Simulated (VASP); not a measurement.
Method: PBE GGA, VASP's PBE PAW potentials (set 64) (plane waves; VASP).

VASP input:

**POSCAR**
```
SrO
1
    0.0000000000     2.6023952996     2.6023952996
    2.6023952996     0.0000000000     2.6023952996
    2.6023952996     2.6023952996     0.0000000000
Sr O
1 1
Direct
  0.0000000000   0.0000000000   0.0000000000
  0.5000000000   0.5000000000   0.5000000000
```

**KPOINTS**
```
Automatic mesh
0
Gamma
9 9 9
0 0 0
```

**INCAR**
```
SYSTEM=SrO
PREC=Accurate; ENCUT=520; LREAL=F
LASPH=T
EDIFF=1E-7; NELM=100; ALGO=Normal
LMAXMIX=4
ISMEAR=0; SIGMA=0.05
GGA=PE
ISIF=2
LWAVE=F; LCHARG=F
```

POTCAR, in this order: Sr_sv O (PBE.64 set). Program: vasp_std.

What VASP printed:

**OSZICAR**
```
       N       E                     dE             d eps       ncg     rms          rms(c)
DAV:   1     0.780400685505E+02    0.78040E+02   -0.87400E+03   840   0.130E+03
DAV:   2    -0.105676430802E+02   -0.88608E+02   -0.81388E+02  1192   0.251E+02
DAV:   3    -0.141748917141E+02   -0.36072E+01   -0.35795E+01  1148   0.491E+01
DAV:   4    -0.142526783322E+02   -0.77787E-01   -0.77756E-01  1120   0.661E+00
DAV:   5    -0.142538819817E+02   -0.12036E-02   -0.12036E-02  1148   0.688E-01    0.157E+01
DAV:   6    -0.121808393434E+02    0.20730E+01   -0.10584E+01   980   0.240E+01    0.189E+01
DAV:   7    -0.120615222445E+02    0.11932E+00   -0.63043E-01  1052   0.694E+00    0.107E+01
DAV:   8    -0.120536404836E+02    0.78818E-02   -0.13877E-01   888   0.415E+00    0.837E-01
DAV:   9    -0.120543208963E+02   -0.68041E-03   -0.12848E-02  1156   0.964E-01    0.219E-01
DAV:  10    -0.120549670138E+02   -0.64612E-03   -0.10935E-03   876   0.340E-01    0.682E-02
DAV:  11    -0.120551021743E+02   -0.13516E-03   -0.20923E-04  1020   0.126E-01    0.504E-02
DAV:  12    -0.120551155051E+02   -0.13331E-04   -0.23517E-05   972   0.489E-02    0.251E-02
DAV:  13    -0.120551150699E+02    0.43526E-06   -0.36398E-06  1032   0.224E-02    0.283E-03
DAV:  14    -0.120551149128E+02    0.15704E-06   -0.39341E-07   984   0.590E-03    0.127E-03
DAV:  15    -0.120551148542E+02    0.58617E-07   -0.28516E-08   596   0.173E-03
   1 F= -.12055115E+02 E0= -.12055115E+02  d E =-.422159E-15
```

File OUTCAR:
```
------------------------ aborting loop because EDIFF is reached ----------------------------------------
  FORCE on cell =-STRESS in cart. coord.  units (eV):
  Direction    XX          YY          ZZ          XY          YZ          ZX
  --------------------------------------------------------------------------------------
  Total        0.0046599      0.0046599      0.0046599      0.0000000      0.0000000     -0.0000000
  in kB        0.2118039      0.2118039      0.2118039      0.0000000      0.0000000     -0.0000000
  external PRESSURE =       0.2118039 kB  Pullay stress =       0.0000000 kB
  volume of cell :       35.25
      direct lattice vectors                 reciprocal lattice vectors
     0.000000000  2.602395300  2.602395300    -0.192130688  0.192130688  0.192130688
     2.602395300  0.000000000  2.602395300     0.192130688 -0.192130688  0.192130688
     2.602395300  2.602395300  0.000000000     0.192130688  0.192130688 -0.192130688
  FREE ENERGIE OF THE ION-ELECTRON SYSTEM (eV)
  ---------------------------------------------------
  free  energy   TOTEN  =       -12.0551148542 eV

  energy  without entropy=      -12.0551148542  energy(sigma->0) =      -12.05511485
```
(Selected blocks of OUTCAR.)

The compound is SrO in the rock salt structure. It was relaxed first.
